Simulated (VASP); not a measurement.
Crystal: Si.

```
Si
1.0
     0.00000    2.71356    2.71356
     2.71356    0.00000    2.71356
     2.71356    2.71356    0.00000
Si
2
Cartesian
  4.0703 4.0703 4.0703
  2.7136 2.7136 2.7136
```

```yaml
Program: VASP 6.6.1
Task: relaxation of cell and atoms
Functional: PBE
Potentials_or_basis: VASP PAW PBE potentials, release 64 (Si)
Cutoff: 520 eV
k_mesh: 10 × 10 × 10
Occupations: gaussian, width 1 eV
Spin: no spin polarisation
```

At the start: pressure 2.0 GPa; volume 19.98 Å³/atom.

**Question.** Where does the relaxation end?

**Answer.** Over 3 steps the energy falls by 2.6 meV/atom and the volume is 20.41 Å³/atom (+2.2 %); space group Fd-3m (No. 227, to 0.05 Å).

The path:
| step | energy change (eV) | largest force (eV/Å) | pressure (GPa) | volume (Å³) |
| --- | --- | --- | --- | --- |
| 1 | 0.0000 | 0.0000 | 1.98 | 39.96 |
| 2 | -0.0030 | 0.0000 | -1.20 | 41.41 |
| 3 | -0.0052 | 0.0000 | 0.01 | 40.83 |

Final structure:
```
Si
1.0
     0.00000    2.73302    2.73302
     2.73302    0.00000    2.73302
     2.73302    2.73302    0.00000
Si
2
Direct
  0.75000 0.75000 0.75000
  0.50000 0.50000 0.50000
```
